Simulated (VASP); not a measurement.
# SbW2 (Fm-3m) in VASP: a series of runs, part 2 of 2

VASP 6.6.1. The steps go on from the part before.

### 5 Single point, PBE (random cell by space group and Wyckoff sites (Fm-3m, No. 225))

File INCAR:

```
PREC     = Accurate       # precision mode
ENCUT    = 520            # plane-wave cutoff, eV
EDIFF    = 1E-6           # SCF threshold, eV
ISMEAR   = 0              # smearing method
SIGMA    = 0.1            # smearing width, eV
LREAL    = False          # projectors in reciprocal space
LASPH    = True           # aspherical terms in the spheres
NELM     = 60             # most SCF steps
ALGO     = Normal         # electronic algorithm
ISIF     = 2              # what is computed and relaxed
LWAVE    = False          # write WAVECAR
LCHARG   = True           # write CHGCAR
GGA      = PE             # functional
LELF     = True           # ELF
LVHAR    = True         
NBANDS   = 24             # bands
```

File KPOINTS:

```
Automatic mesh
0
Gamma
  6 6 6
```

File POSCAR:

```
SbW2
1.0
    0.0000000000      3.1315923174      3.1315923174
    3.1315923174      0.0000000000      3.1315923174
    3.1315923174      3.1315923174      0.0000000000
Sb W
1 2
Direct
    0.5000000000      0.5000000000      0.5000000000
    0.2500000000      0.2500000000      0.2500000000
    0.7500000000      0.7500000000      0.7500000000
```

Potentials or basis: VASP PAW PBE potentials, release 64 (Sb, W_sv).

The run is started by

```bash
> cat potpaw_PBE.64/Sb/POTCAR potpaw_PBE.64/W_sv/POTCAR > POTCAR
> mpirun -np 1 vasp_std > vasp.out
```

OUTCAR:

```text
PREC = Accurate
   ENCUT = 520
   EDIFF = 1E-6
   ISMEAR = 0
   LREAL = False
   LASPH = True
   NELM = 60
   ISIF = 2
   GGA = PE

 ion  position               nearest neighbor table
   1  0.500  0.500  0.500-   2 2.71   2 2.71   2 2.71   2 2.71   3 2.71   3 2.71   3 2.71   3 2.71

   2  0.250  0.250  0.250-   1 2.71   1 2.71   1 2.71   1 2.71   3 3.13   3 3.13   3 3.13   3 3.13
                             3 3.13   3 3.13
   3  0.750  0.750  0.750-   1 2.71   1 2.71   1 2.71   1 2.71   2 3.13   2 3.13   2 3.13   2 3.13
                             2 3.13   2 3.13

[... 620 lines left out ...]
  Direction    XX          YY          ZZ          XY          YZ          ZX
  --------------------------------------------------------------------------------------
  -------------------------------------------------------------------------------------
  Total        0.0709452      0.0709452      0.0709452     -0.0000000      0.0000000      0.0000000
  in kB        1.8505809      1.8505809      1.8505809     -0.0000000      0.0000000      0.0000000
  external PRESSURE =       1.8505809 kB  Pullay stress =       0.0000000 kB

 VOLUME and BASIS-vectors are now :
 -----------------------------------------------------------------------------
  energy-cutoff  :      520.00
  volume of cell :       61.42
      direct lattice vectors                 reciprocal lattice vectors
     0.000000000  3.131592317  3.131592317    -0.159663184  0.159663184  0.159663184
     3.131592317  0.000000000  3.131592317     0.159663184 -0.159663184  0.159663184
     3.131592317  3.131592317  0.000000000     0.159663184  0.159663184 -0.159663184

 POSITION                                       TOTAL-FORCE (eV/Angst)
 -----------------------------------------------------------------------------------
      3.13159      3.13159      3.13159         0.000000     -0.000000      0.000000
      1.56580      1.56580      1.56580        -0.000000      0.000000      0.000000
      4.69739      4.69739      4.69739        -0.000000     -0.000000     -0.000000
 -----------------------------------------------------------------------------------
    total drift:                                0.000000      0.000000      0.000000

  FREE ENERGIE OF THE ION-ELECTRON SYSTEM (eV)
  ---------------------------------------------------
  free  energy   TOTEN  =       -25.5791724103 eV

  energy  without entropy=      -25.5590989763  energy(sigma->0) =      -25.56913569
```

OSZICAR:

```text
N       E                     dE             d eps       ncg     rms          rms(c)
DAV:   1     0.347164775058E+03    0.34716E+03   -0.18400E+04   792   0.140E+03
DAV:   2    -0.145179725307E+02   -0.36168E+03   -0.35060E+03   888   0.438E+02
DAV:   3    -0.264557073291E+02   -0.11938E+02   -0.11591E+02   976   0.804E+01
DAV:   4    -0.266403999930E+02   -0.18469E+00   -0.18459E+00   848   0.113E+01
DAV:   5    -0.266445950250E+02   -0.41950E-02   -0.41949E-02   984   0.165E+00    0.208E+01
DAV:   6    -0.256585017141E+02    0.98609E+00   -0.26028E+00   880   0.113E+01    0.719E+00
DAV:   7    -0.255925745632E+02    0.65927E-01   -0.19688E-01   928   0.294E+00    0.233E+00
DAV:   8    -0.255795974518E+02    0.12977E-01   -0.23531E-02   800   0.958E-01    0.271E-01
DAV:   9    -0.255791871847E+02    0.41027E-03   -0.18225E-03   816   0.252E-01    0.670E-02
DAV:  10    -0.255791790039E+02    0.81807E-05   -0.13615E-04   952   0.872E-02    0.537E-02
DAV:  11    -0.255791763255E+02    0.26785E-05   -0.56586E-06   848   0.165E-02    0.191E-02
DAV:  12    -0.255791724668E+02    0.38587E-05   -0.10671E-06   528   0.101E-02    0.113E-03
DAV:  13    -0.255791724103E+02    0.56502E-07   -0.84531E-08   432   0.270E-03
   1 F= -.25579172E+02 E0= -.25569136E+02  d E =-.200734E-01
```

stdout:

```text
POSCAR found type information on POSCAR SbW
 POSCAR found :  2 types and       3 ions
 scaLAPACK will be used
 LDA part: xc-table for (Slater+PW92), standard interpolation
 POSCAR, INCAR and KPOINTS ok, starting setup
 FFT: planning ... GRIDC
 FFT: planning ... GRID_SOFT
 FFT: planning ... GRID
 WAVECAR not read
 entering main loop
```

Run time: 33 s. Hardware: 1 thread of Intel Xeon Platinum 8559C (Emerald Rapids), shared host; peak memory 0.2 GiB.

Results:

| Property | Result |
| --- | --- |
| Free energy | -25.5792 eV |
| Pressure | 0.2 GPa |
| Band gap on the k mesh | none (metal or under the smearing width) |

The run has no spin-orbit coupling, so splittings on Sb, W are missing.

### 6 Relaxation of cell and atoms, PBE (random cell by space group and Wyckoff sites (Fm-3m, No. 225))

File INCAR:

```
PREC = Accurate
ENCUT = 600
EDIFF = 1E-6
ISMEAR = 0
SIGMA = 0.1
LREAL = False
LASPH = True
NELM = 100
ALGO = Fast
ISIF = 3
LWAVE = False
LCHARG = False
GGA = PE
IBRION = 2
NSW = 90
EDIFFG = -0.04
```

File KPOINTS:

```
regular mesh
0
Gamma
  6 6 6
```

File POSCAR:

```
SbW2
1.0
    0.0000000000      3.1634472000      3.1634472000
    3.1634472000      0.0000000000      3.1634472000
    3.1634472000      3.1634472000      0.0000000000
Sb W
1 2
Direct
    0.5000000000      0.5000000000      0.5000000000
    0.2500000000      0.2500000000      0.2500000000
    0.7500000000      0.7500000000      0.7500000000
```

Potentials or basis: VASP PAW PBE potentials, release 64 (Sb, W_sv).

The run is started by

```bash
> cat potpaw_PBE.64/Sb/POTCAR potpaw_PBE.64/W_sv/POTCAR > POTCAR
> mpirun -np 1 vasp_std > vasp.out
```

OUTCAR:

```text
PREC = Accurate
   ENCUT = 600
   EDIFF = 1E-6
   ISMEAR = 0
   LREAL = False
   LASPH = True
   NELM = 100
   ISIF = 3
   GGA = PE
   IBRION = 2
   NSW = 90
   EDIFFG = -0.04

 ion  position               nearest neighbor table
   1  0.500  0.500  0.500-   2 2.74   2 2.74   2 2.74   3 2.74   3 2.74   3 2.74   3 2.74   2 2.74

   2  0.250  0.250  0.250-   1 2.74   1 2.74   1 2.74   1 2.74   3 3.16   3 3.16   3 3.16   3 3.16
                             3 3.16   3 3.16
   3  0.750  0.750  0.750-   1 2.74   1 2.74   1 2.74   1 2.74   2 3.16   2 3.16   2 3.16   2 3.16
                             2 3.16   2 3.16

  LATTYP: Found a face centered cubic cell.
 ALAT       =     6.3268944000

  Lattice vectors:

 A1 = (   0.0000000000,   3.1634472000,   3.1634472000)
 A2 = (   3.1634472000,   0.0000000000,   3.1634472000)
 A3 = (   3.1634472000,   3.1634472000,   0.0000000000)

Analysis of symmetry for initial positions (statically):
=====================================================================
 Subroutine PRICEL returns:
 Original cell was already a primitive cell.

 Routine SETGRP: Setting up the symmetry group for a
 face centered cubic supercell.

 Subroutine GETGRP returns: Found 48 space group operations
 (whereof 48 operations were pure point group operations)
 out of a pool of 48 trial point group operations.

The static configuration has the point symmetry O_h .

Analysis of symmetry for dynamics (positions and initial velocities):
=====================================================================
 Subroutine PRICEL returns:
 Original cell was already a primitive cell.

 Routine SETGRP: Setting up the symmetry group for a
 face centered cubic supercell.

 Subroutine GETGRP returns: Found 48 space group operations
 (whereof 48 operations were pure point group operations)
 out of a pool of 48 trial point group operations.

The dynamic configuration has the point symmetry O_h .

 Subroutine INISYM returns: Found 48 space group operations
 (whereof 48 operations are pure point group operations),
 and found     1 'primitive' translations

----------------------------------------------------------------------------------------

                                     Primitive cell

  volume of cell :      63.3158

  direct lattice vectors                    reciprocal lattice vectors
     0.000000000  3.163447200  3.163447200    -0.158055428  0.158055428  0.158055428
     3.163447200  0.000000000  3.163447200     0.158055428 -0.158055428  0.158055428
     3.163447200  3.163447200  0.000000000     0.158055428  0.158055428 -0.158055428

  length of vectors
     4.473789934  4.473789934  4.473789934     0.273760031  0.273760031  0.273760031

  position of ions in fractional coordinates (direct lattice)
     0.500000000  0.500000000  0.500000000
     0.250000000  0.250000000  0.250000000
     0.750000000  0.750000000  0.750000000

  ion indices of the primitive-cell ions
   primitive index   ion index
                 1           1
                 2           2
                 3           3

----------------------------------------------------------------------------------------

 KPOINTS: regular mesh

Automatic generation of k-mesh.
 Grid dimensions read from file:
 generate k-points for:    6    6    6

[... 34 lines left out ...]
 -0.333333  0.333333  0.166667     24.000000
 -0.333333  0.500000  0.166667     12.000000
   k-points           NKPTS =     16   k-points in BZ     NKDIM =     16   number of bands    NBANDS=     20
   number of dos      NEDOS =    301   number of ions     NIONS =      3
   total plane-waves  NPLWV =  46656
   dimension x,y,z NGX =    36 NGY =   36 NGZ =   36
   dimension x,y,z NGXF=    72 NGYF=   72 NGZF=   72
   ions per type =               1   2
   NGX,Y,Z   is equivalent  to a cutoff of  13.38, 13.38, 13.38 a.u.
   NGXF,Y,Z  is equivalent  to a cutoff of  26.76, 26.76, 26.76 a.u.
 SYSTEM =  unknown system
   PREC   = accura    normal or accurate (medium, high low for compatibility)
   ISTART =      0    job   : 0-new  1-cont  2-samecut
   ICHARG =      2    charge: 1-file 2-atom 10-const
   ISPIN  =      1    spin polarized calculation?
   LNONCOLLINEAR =      F non collinear calculations
   LSORBIT =      F    spin-orbit coupling
   LASPH  =      T    aspherical Exc in radial PAW
   ENCUT  =  600.0 eV  44.10 Ry    6.64 a.u.   8.94  8.94  8.94*2*pi/ulx,y,z
   NELM   =    100;   NELMIN=  2; NELMDL= -5     # of ELM steps
   EDIFF  = 0.1E-05   stopping-criterion for ELM
   LREAL  =      F    real-space projection
   EDIFFG = -.4E-01   stopping-criterion for IOM
   NSW    =     90    number of steps for IOM
   IBRION =      2    ionic relax: 0-MD 1-quasi-New 2-CG
   NFREE  =      1    steps in history (QN), initial steepest desc. (CG)
   ISIF   =      3    stress and relaxation
   ISYM   =      2    0-nonsym 1-usesym 2-fastsym
   POTIM  = 0.5000    time-step for ionic-motion
   TEBEG  =    0.0;   TEEND  =   0.0 temperature during run
   PSTRESS=    0.0 pullay stress
   NELECT =      33.0000    total number of electrons
   NUPDOWN=      -1.0000    fix difference up-down
   EMIN   =  10.00;   EMAX   =-10.00  energy-range for DOS
   EFERMI =   0.00;   METHOD = LEGACY
   ISMEAR =     0;   SIGMA  =   0.10  broadening in eV -4-tet -1-fermi 0-gaus
   EFERMI_NEDOS =   21; number of points for ismear=-14 and -15
   IALGO  =     68    algorithm
   IMIX   =      4    mixing-type and parameters
     AMIX     =   0.40;   BMIX     =  1.00
     AMIX_MAG =   1.60;   BMIX_MAG =  1.00
  volume/ion in A,a.u.               =      21.11       142.43
  Fermi-wavevector in a.u.,A,eV,Ry     =   1.317475  2.489666 23.616164  1.735739
  Thomas-Fermi vector in A             =   2.447513
   LORBIT       =      0    0 simple, 1 ext, 2 COOP (PROOUT), +10 PAW based schemes
   GGA     = PE    functional components
   LHFCALC =     F    Hartree Fock is set to
   AEXX    =    0.0000 exact exchange contribution
   IVDW    =     0    specifies the selected vdW correction
   LEPSILON=     F    determine dielectric tensor
   LRPA    =     F    only Hartree local field effects (RPA)
 conjugate gradient relaxation of ions
 non-spin polarized calculation
 RMM-DIIS sequential band-by-band and
 Gauss-broadening in eV      SIGMA  =   0.10
  energy-cutoff  :      600.00
  volume of cell :       63.32
 maximum number of plane-waves:      2126
   NGX = 17   NGY = 17   NGZ = 17

--------------------------------------- Ionic step        1  -------------------------------------------

 number of electron      33.0000003 magnetization

 Free energy of the ion-electron system (eV)
  ---------------------------------------------------
  ext. energy  EPLUGINS =         0.00000000
  ---------------------------------------------------
  free energy    TOTEN  =       -25.55258951 eV

  energy without entropy =      -25.53061365  energy(sigma->0) =      -25.54160158

------------------------ aborting loop because EDIFF is reached ----------------------------------------

  FORCE on cell =-STRESS in cart. coord.  units (eV):
  Direction    XX          YY          ZZ          XY          YZ          ZX
  --------------------------------------------------------------------------------------
  -------------------------------------------------------------------------------------
  Total       -1.8367504     -1.8367504     -1.8367504      0.0000000      0.0000000      0.0000000
  in kB      -46.4781625    -46.4781625    -46.4781625      0.0000000      0.0000000      0.0000000
  external PRESSURE =     -46.4781625 kB  Pullay stress =       0.0000000 kB
[... 24 lines left out ...]
--------------------------------------- Ionic step        2  -------------------------------------------

 number of electron      33.0000000 magnetization

 E-fermi :  10.1632     XC(G=0): -12.0568

 val. band max:       10.0578758750   @ k =  -0.3333   0.3333   0.1667
 cond. band min:      10.1787606658   @ k =   0.3333   0.1667   0.0000
 fundamental gap:      0.1208847909
 Fermi energy:        10.1632329686

 k-point     1 :       0.0000    0.0000    0.0000
  band No.  band energies     occupation
      1     -63.8187      2.00000
      2     -63.7778      2.00000
      3     -28.1786      2.00000
      4     -28.1786      2.00000
      5     -28.1786      2.00000
      6     -27.9464      2.00000
[... 393 lines left out ...]
--------------------------------------- Ionic step        3  -------------------------------------------

 number of electron      33.0000001 magnetization

 Free energy of the ion-electron system (eV)
  ---------------------------------------------------
  ext. energy  EPLUGINS =         0.00000000
  ---------------------------------------------------
  free energy    TOTEN  =       -25.57977705 eV

  energy without entropy =      -25.55960743  energy(sigma->0) =      -25.56969224

 E-fermi :   9.3642     XC(G=0): -11.7457

 val. band max:        9.2619779537   @ k =  -0.3333   0.3333   0.1667
 cond. band min:       9.3787573525   @ k =   0.3333   0.1667   0.0000
 fundamental gap:      0.1167793987
 Fermi energy:         9.3641905029

 k-point     1 :       0.0000    0.0000    0.0000
  band No.  band energies     occupation
      1     -64.7175      2.00000
      2     -64.6874      2.00000
      3     -29.0227      2.00000
      4     -29.0227      2.00000
      5     -29.0227      2.00000
      6     -28.8355      2.00000
[... 387 lines left out ...]
  FREE ENERGIE OF THE ION-ELECTRON SYSTEM (eV)
  ---------------------------------------------------
  free  energy   TOTEN  =       -25.5797770518 eV

  energy  without entropy=      -25.5596074295  energy(sigma->0) =      -25.56969224

 reached required accuracy - stopping structural energy minimisation
```

OSZICAR:

```text
N       E                     dE             d eps       ncg     rms          rms(c)
DAV:   1     0.370483243536E+03    0.37048E+03   -0.20478E+04   664   0.183E+03
DAV:   2    -0.111250640243E+02   -0.38161E+03   -0.37433E+03   708   0.514E+02
DAV:   3    -0.261993069889E+02   -0.15074E+02   -0.14432E+02   812   0.957E+01
[... 43 lines left out ...]
RMM:  11    -0.255797858281E+02   -0.99857E-06   -0.17751E-05   676   0.223E-02    0.531E-02
RMM:  12    -0.255797777588E+02    0.80692E-05   -0.67599E-05   725   0.318E-02    0.128E-02
RMM:  13    -0.255797789503E+02   -0.11914E-05   -0.69784E-06   580   0.112E-02    0.236E-02
RMM:  14    -0.255797773286E+02    0.16216E-05   -0.23973E-06   435   0.875E-03    0.902E-03
RMM:  15    -0.255797770518E+02    0.27683E-06   -0.15028E-06   384   0.537E-03
   3 F= -.25579777E+02 E0= -.25569692E+02  d E =-.271875E-01
```

Run time: 96 s. Hardware: 1 thread of Intel Xeon Platinum 8559C (Emerald Rapids), shared host; peak memory 0.22 GiB.

What came out:

| Property | Result |
| --- | --- |
| Free energy | -25.5798 eV |
| Relaxed volume | 20.51 Å³/atom |
| Relaxed cell | a = 4.431 Å, b = 4.431 Å, c = 4.431 Å, α = 60.00°, β = 60.00°, γ = 60.00° |
| Space group after relaxing (to 0.05 Å) | Fm-3m (No. 225) |
| Energy gained by relaxing | 9.1 meV/atom |
| Ionic steps | 3 |
| Pressure after relaxing | -0.1 GPa |

Step by step:
```
step  energy change (eV)  largest force (eV/Å)  pressure (GPa)  volume (Å³)
   1              0.0000                0.0000           -4.65        63.32
   2              0.1006                0.0000           11.96        57.87
   3             -0.0272                0.0000           -0.10        61.53
```

Final structure:
```xyz
3
Lattice="0.0000 3.1335 3.1335 3.1335 0.0000 3.1335 3.1335 3.1335 0.0000" Properties=species:S:1:pos:R:3 pbc="T T T"
Sb    3.1335    3.1335    3.1335
W     1.5667    1.5667    1.5667
W     4.7002    4.7002    4.7002
```

Caveat: the bands computed are all filled at some k points, so no gap is given.

### 7 Summary

| task | cell | k mesh | cutoff (eV) | smearing | gap on the mesh (eV) | pressure (GPa) | relaxed volume (Å³/atom) |
| --- | --- | --- | --- | --- | --- | --- | --- |
| single point | random cell by space group and Wyckoff sites (Fm-3m, No. 225) | 12 × 12 × 12 | 520 | gaussian 0.1 eV | none | 0.2 | - |
| relaxation of cell and atoms | relaxed from: random cell by space group and Wyckoff sites (Fm-3m, No. 225) | 12 × 12 × 12 | 600 | gaussian 0.1 eV | - | 0.0 | 20.53 |
| single point | cell x2 | 6 × 6 × 6 | 520 | gaussian 0.2 eV | none | 0.4 | - |
| single point | random cell by space group and Wyckoff sites (Fm-3m, No. 225) | 6 × 6 × 6 | 520 | gaussian 0.1 eV | none | 0.2 | - |
| relaxation of cell and atoms | relaxed from: random cell by space group and Wyckoff sites (Fm-3m, No. 225) | 6 × 6 × 6 | 600 | gaussian 0.1 eV | - | -0.1 | 20.51 |

Alike in all rows: level PBE; potentials or basis VASP PAW PBE potentials, release 64 (Sb, W_sv); no spin polarisation.

Caveats: the bands computed are all filled at some k points, so no gap is given (some runs).

Absolute energies hang on the potentials; compare differences alone.
